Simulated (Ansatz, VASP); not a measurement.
# Cross-check of BaTiO3 between VASP and Ansatz, part 2 of 2

Wanted: the spread between two codes on one cell, functional and k mesh.

VASP 6.6.1 and Ansatz 0.2.0.

So far. Step 2 (VASP: band structure, r2SCAN): The run ends at a pressure of -1.28 GPa, with forces up to 0.14 eV/Å.

## 3. Ansatz: band structure, r2SCAN

Level of this step: Ansatz beside VASP: Kohn-Sham DFT, plane waves, r2SCAN (Ansatz).

Ansatz runs on its default PAW (the set named soft_2) files.

The same cell, functional, mesh and smearing now go to Ansatz, which takes its cutoff from its data sets.

The input, input.yaml:

```yaml
crystal:
  lattice:
    - [2.8273666084, 1.6323808724, 2.3183934932]
    - [-2.8273666084, 1.6323808724, 2.3183934932]
    - [0.0, -3.2647617449, 2.3183934932]
  atoms:
    - { symbol: Ba, position: [0.0, 0.0, 0.0] }
    - { symbol: Ti, position: [0.4845, 0.4845, 0.4845] }
    - { symbol: O, position: [0.5086, 0.5086, 0.0175] }
    - { symbol: O, position: [0.0175, 0.5086, 0.5086] }
    - { symbol: O, position: [0.5086, 0.0175, 0.5086] }
hamiltonian:
  xc: r2scan
  pseudopotentials: { kind: paw }
kpoints:
  mp_grid: { grid: [4, 4, 4] }
  band_path:
    path:
      - [0.0, 0.0, 0.0]
      - [0.13636, 0.0, 0.0]
      - [0.31818, 0.0, 0.0]
      - [0.5, 0.0, 0.0]
      - [0.5, 0.09039, -0.09039]
      - [0.5, 0.27118, -0.27118]
      - [0.5, 0.45197, -0.45197]
      - [0.50257, 0.5, 0.49743]
      - [0.50154, 0.5, 0.49846]
      - [0.50051, 0.5, 0.49949]
      - [0.5, 0.5, 0.5]
      - [0.31818, 0.31818, 0.31818]
      - [0.13636, 0.13636, 0.13636]
      - [0.0, 0.0, 0.0]
      - [0.13598, 0.0, -0.13598]
      - [0.31728, 0.0, -0.31728]
      - [0.49859, 0.0, -0.49859]
      - [0.50116, 0.49884, 0.0]
      - [0.50064, 0.49936, 0.0]
      - [0.50013, 0.49987, 0.0]
      - [0.50013, 0.50013, 0.0452]
      - [0.50064, 0.50064, 0.22599]
      - [0.50116, 0.50116, 0.40678]
      - [0.50141, 0.50141, 0.49717]
      - [0.5009, 0.5009, 0.4982]
      - [0.50039, 0.50039, 0.49923]
      - [0.5, 0.5, 0.5]
      - [0.50077, 0.13598, 0.13598]
      - [0.5018, 0.31728, 0.31728]
      - [0.50283, 0.49859, 0.49859]
    npoints: 1
scf:
  occupations: { method: gaussian, width: 0.01 }
  n_extra_bands: 8
output:
  forces: true
  stress: true
  eigenvalues: true
  write_density: true
  write_potential: true
  elf: true
  volumetric_format: npy
```

Run with:

```sh
> ansatz run input.yaml --threads 2 --pin off --max-ram 4608MiB --backend cpu --events-out ev --progress --plain --runs-dir out
```

Numbers of over 12 decimals in the logs are rounded to 6 here.

What it wrote:

```text
scf.n_extra_bands = 8 over 20 filled bands (N_el = 40.0): the run solves 28 bands
Engine: ansatz 0.2.0, aarch64-unknown-linux-gnu
Pseudopotentials: kind: paw
Pseudopotential: Ba, paw, valence charge 10, recommended cutoff 500 eV (meta_gga), Ba.paw.azcp
Pseudopotential: Ti, paw, valence charge 12, recommended cutoff 500 eV (meta_gga), Ti.paw.azcp
Pseudopotential: O, paw, valence charge 6, recommended cutoff 500 eV (meta_gga), O.paw.azcp
Functional definition: r2SCAN
  parameter k0 = 0.174
  parameter k1 = 0.065
  parameter a1 = 4.9479
  exchange = r2scan_x(k0 = k0, k1 = k1, a1 = a1)
  correlation = r2scan_c
Crystal: 5 atoms, lattice volume = 64.201 Å³
Basis set: ecut = 500 eV, 1647 PW (Γ), exchange–correlation on 120×120×120 points (64 copies of the dense FFT grid, shifted against one another)
Bands: 28, of which v1, the nominal top of the filled ones, is band 20 counted from 1 (19 counted from 0)
Symmetry: 6 space group operations
Space group: R3m (ITA 160), of the structure as read, at distance tolerance 4.0e-5 Å
k-points: 13 of 64 (time reversal used)
Non-local potential: Ba, projectors of the file, l = 0: 3, l = 1: 2, l = 2: 2, l = 3: 2
Non-local potential: Ti, projectors of the file, l = 0: 3, l = 1: 2, l = 2: 3, l = 3: 1
Non-local potential: O, projectors of the file, l = 0: 2, l = 1: 2, l = 2: 1
PAW form: soft (Blöchl's): semilocal exchange-correlation on the pseudo side does not see the compensation charge
PAW frozen core: Ba, regenerated for the run's functional (the file was generated under x = pbe(κ = 0.804, μ = 0.219515), c = pbe(β = 0.066725))
PAW frozen core: Ti, regenerated for the run's functional (the file was generated under x = pbe(κ = 0.804, μ = 0.219515), c = pbe(β = 0.066725))
PAW frozen core: O, regenerated for the run's functional (the file was generated under x = pbe(κ = 0.804, μ = 0.219515), c = pbe(β = 0.066725))
PAW one-centre angular grid: Ba, 302 points (default); XC on 160 Gauss nodes
PAW one-centre angular grid: Ti, 590 points (default); XC on 160 Gauss nodes
PAW one-centre angular grid: O, 302 points (default); XC on 160 Gauss nodes
Initial density: superposition of atomic densities (neutral atoms: chi_scale 0, normalization atom), corrected by the library's trained network
Initial wavefunctions: pseudopotential atomic-orbital guess
Functional: x = r2scan, c = r2scan; τ floored in thin density (d = 2e-4 eV/Å³)
SCF iter   1: F=—  HF=-10183.725211 eV  |F-HF|=—  |Δ(HF+E_count)|=         —  Δρ=2.10e-2  dr2=3.54e-1  dr2_τ=2.50e-1  ethr=1.77e-3  ⟨swp⟩=6.9  Hψ=1919  notcnv=0
preconditioner: auto → Resta (q_TF=auto, 2.521 Å⁻¹)  ε∞=4.3  [insulator: Δε(μ)=3.257 eV  Ē_g=14.460 eV  σ=0.010 eV  W_gap=1.00  n_scr=18 (ndim 8)  ℏωp=26.2 eV  f_vac=0.000  D(μ)=0.00/eV (n_scr^D=0)  ε∞_Penn≈4.3]
SCF iter   2: F=—  HF=-10183.836587 eV  |F-HF|=—  |Δ(HF+E_count)|=   1.11e-1  Δρ=1.16e-2  dr2=5.55e-2  dr2_τ=2.06e-2  ethr=8.86e-4  ⟨swp⟩=3.5  Hψ=789  notcnv=0  defer=34
SCF iter   3: F=—  HF=-10183.828582 eV  |F-HF|=—  |Δ(HF+E_count)|=   8.01e-3  Δρ=3.59e-3  dr2=5.51e-3  dr2_τ=4.14e-4  ethr=1.39e-4  ⟨swp⟩=2.2  Hψ=518  notcnv=0  defer=34
SCF iter   4: F=—  HF=-10183.827861 eV  |F-HF|=—  |Δ(HF+E_count)|=   7.21e-4  Δρ=1.47e-3  dr2=1.00e-3  dr2_τ=1.48e-4  ethr=1.38e-5  ⟨swp⟩=2.5  Hψ=624  notcnv=0  defer=34
SCF iter   5: F=—  HF=-10183.827722 eV  |F-HF|=—  |Δ(HF+E_count)|=   1.39e-4  Δρ=3.30e-4  dr2=5.47e-5  dr2_τ=4.01e-6  ethr=2.51e-6  ⟨swp⟩=2.5  Hψ=541  notcnv=0  defer=34
SCF iter   6: F=—  HF=-10183.827721 eV  |F-HF|=—  |Δ(HF+E_count)|=   5.21e-7  Δρ=7.99e-5  dr2=4.91e-6  dr2_τ=2.90e-7  ethr=1.37e-7  ⟨swp⟩=2.6  Hψ=559  notcnv=0  defer=34
SCF iter   7: F=-10183.827721 eV  HF=-10183.827721 eV  |F-HF|=1.81e-9  |Δ(HF+E_count)|=   4.84e-7  Δρ=7.41e-6  dr2=2.55e-8  dr2_τ=3.31e-9  ethr=2.50e-10  ⟨swp⟩=12.9  Hψ=2819  notcnv=0
SCF 1 converged in 7 iterations: F = -10183.827721 eV  dr2 = 2.55e-8
  greatest PAW one-centre occupation: 0.999 electrons in one spin orbital (limit 2), on the Ti atom at site 1 (counted from 0), in its partial waves of l = 1
NSCF: frozen V_eff on 30 k-points
SCF converged after 7 iterations
Free energy (F): -10183.827721 eV
Harris-Foulkes:  -10183.827721 eV  (|F-HF|=1.81e-9)
Internal energy: -10183.827721 eV  (E = F + TS)
E sigma→0 (E₀):  -10183.827721 eV
Fermi energy:    11.316066 eV
--- Per-component energies (eV) ---
  E_band       = -173.580527
  E_kinetic    = 975.426621
  E_local      = -2117.745229  (includes V_loc(G=0)·N_el)
  E_nonlocal   = 199.873130
  E_hartree    = 829.173599
  E_xc         = -475.632518
  E_vxc        = -604.748262  (∫ρ·V_xc dr)
  E_paw        = -6785.433842  (= ΣΔE_a)
  E_vpaw       = -321.556791  (= ΣTr[D̂ρ^β])
  E_aug_tail   = 0.003067  (compensation charges beyond the density's cutoff)
  E_vtau       = 36.820934  (kinetic-family band-sum trace: ∫τ·v_τ [+ j·A + Jᵃ·Aᵃ] dr)
  E_ewald      = -2809.213684
  E_core_change = -0.278864  (= ΣΔE_core)
  E_smearing   = -0.000000  (= −TS)
  E_closure    = 0.000000  (closes the sum)
  Σ components = -10183.827721   (vs F -10183.827721, Δ=0.00e0)
--- Forces (eV/Å), atoms counted from 1 ---
  atom   1  Ba    -0.00000000     0.00000000    -0.13635805
  atom   2  Ti    -0.00000000    -0.00000000     0.03553103
  atom   3  O      0.00000000     0.04452926     0.03361141
  atom   4  O     -0.03856347    -0.02226463     0.03361141
  atom   5  O      0.03856347    -0.02226463     0.03361141
  max |Σ_I F_I| component: 7.20e-6 eV/Å
--- Stress (GPa, compression-positive) ---
        1.934315      -0.000000       0.000000
       -0.000000       1.934315       0.000000
        0.000000       0.000000       1.859056
  P = ⅓ Tr σ = 1.9092 GPa (19.092 kbar)
--- Band table (eV; the first three rows and the last of 13) ---
  k-point 0: bands = [... 16 lower, 8.8042, 9.4350, 9.5490, 9.5490, 12.7147, 12.7147, 12.8515, 14.7904, ... 4 higher]
  k-point 1: bands = [... 16 lower, 8.5019, 8.7202, 9.2894, 9.3088, 12.7962, 13.3851, 13.4741, 14.7829, ... 4 higher]
  k-point 2: bands = [... 16 lower, 8.2694, 8.3293, 8.9788, 9.0921, 12.8595, 14.0931, 14.1933, 14.7548, ... 4 higher]
  k-point 12: bands = [... 16 lower, 7.6166, 9.9033, 9.9033, 9.9174, 14.6501, 14.8061, 14.8061, 17.2667, ... 4 higher]
```

Wall time 6.7 s (2 threads of Arm Neoverse V2, shared host); peak memory 0.43 GiB.

Reading the cycles: dr2 is the Hartree energy of the density residual (eV), the measure of convergence; HF is the Harris–Foulkes estimate of the energy, which meets the free energy F at convergence.

## 4. Side by side

Known differences besides the potentials themselves: VASP keeps PBE cores, Ansatz makes them for the functional; the cutoff is 500 eV in Ansatz and 440 eV in VASP. Total energies have different zeros and are not compared.

Compared:

```
                     quantity  Ansatz   VASP  difference
gap over the path points (eV)   2.797  2.791      +0.006
```

Forces (eV/Å; atoms numbered as in POSCAR):

```
atom         Ansatz x, y, z           VASP x, y, z
 Ba1   0.000, 0.000, -0.136   0.000, 0.000, -0.139
 Ti2    0.000, 0.000, 0.036    0.000, 0.000, 0.034
  O3    0.000, 0.045, 0.034    0.000, 0.033, 0.035
  O4  -0.039, -0.022, 0.034  -0.028, -0.016, 0.035
  O5   0.039, -0.022, 0.034   0.028, -0.016, 0.035
```

Levels at points of the path, from each program's valence-band top (eV; 4 filled, then empty):

```
k (reciprocal lattice)                                  Ansatz                                    VASP
     0.000 0.000 0.000  -1.11 -0.48 -0.37 -0.37 2.80 2.80 2.93  -1.11 -0.49 -0.38 -0.38 2.79 2.79 2.93
     0.136 0.000 0.000  -1.22 -0.80 -0.45 -0.41 2.83 3.07 3.07  -1.22 -0.80 -0.46 -0.41 2.82 3.06 3.06
     0.318 0.000 0.000  -1.52 -1.40 -0.76 -0.70 2.91 3.75 3.85  -1.52 -1.40 -0.77 -0.71 2.90 3.75 3.85
     0.500 0.000 0.000  -1.65 -1.59 -0.94 -0.82 2.94 4.18 4.28  -1.65 -1.59 -0.95 -0.83 2.94 4.17 4.27
    0.500 0.090 -0.090  -1.38 -1.30 -1.16 -0.75 3.06 4.17 4.29  -1.39 -1.31 -1.16 -0.76 3.06 4.17 4.29
    0.500 0.271 -0.271  -2.16 -0.75 -0.50 -0.41 4.05 4.42 4.53  -2.17 -0.75 -0.50 -0.41 4.05 4.41 4.53
    0.500 0.452 -0.452  -2.30 -0.06 -0.05 -0.02 4.70 4.86 4.87  -2.30 -0.06 -0.05 -0.02 4.70 4.86 4.86
     0.503 0.500 0.497   -2.30 -0.01 -0.01 0.00 4.73 4.89 4.89   -2.30 -0.01 -0.01 0.00 4.73 4.89 4.89
     0.502 0.500 0.498   -2.30 -0.01 -0.01 0.00 4.73 4.89 4.89   -2.30 -0.01 -0.01 0.00 4.73 4.89 4.89
     0.501 0.500 0.499   -2.30 -0.01 -0.01 0.00 4.73 4.89 4.89   -2.30 -0.01 -0.01 0.00 4.73 4.89 4.89
```

The forces differ by 5.4 meV/Å r.m.s., which is 12.7 % of the r.m.s. force of 0.04 eV/Å (both taken over all components). Among the levels compared at these points, filled levels agree within 12 meV and empty ones within 7 meV. Not compared: the pressure (VASP's GW data sets at this cutoff don't carry it).

## 5. What the set-up changes

Further runs change the set-up of one program: Ansatz's method, potentials or start, or VASP's data sets, cutoff or form of LDA. The table gives Ansatz less VASP for each quantity, since a change that brings one quantity closer may part another.

```
                                        run  r.m.s. force difference (meV/Å)  gap over the path points (eV)
                                   as above                              5.4                         0.0065
                       cores kept as stored                              4.6                         0.0062
    Ansatz's larger PAW set (cutoff 910 eV)                              3.8                        -1.0e-4
norm-conserving potentials (cutoff 1290 eV)                              5.5                         0.0066
```

## 6. Results

| Property | Result |
| --- | --- |
| difference in gap over the path points (band structure, r2SCAN) | 0.0065 eV |

The difference in gap over the path points is 0.0065 eV (band structure, r2SCAN), within the 0.08 eV picked in this series as the mark of a large difference. Band structure, r2SCAN, Ansatz's larger PAW set (cutoff 910 eV): r.m.s. force difference goes from 5.4 to 3.8 meV/Å; the difference in gap over the path points goes from 0.0065 to -1.0e-4 eV. 1 further run of this series is not shown here. How closely two codes agree says nothing of how well the functional describes the real material.

[Lines on the potential files, build, host, timing and source positions are cut from VASP's logs without a mark.]

[Logs are printed without paths, hosts, clocks, repeated set-up lines and the standing remarks that a program may print on its own settings, such as how far it seeks lower states.]

[Hosts, paths, dates, database ids (printed as entryN), source tags and the programs' standing remarks are cut or masked in the printed files.]
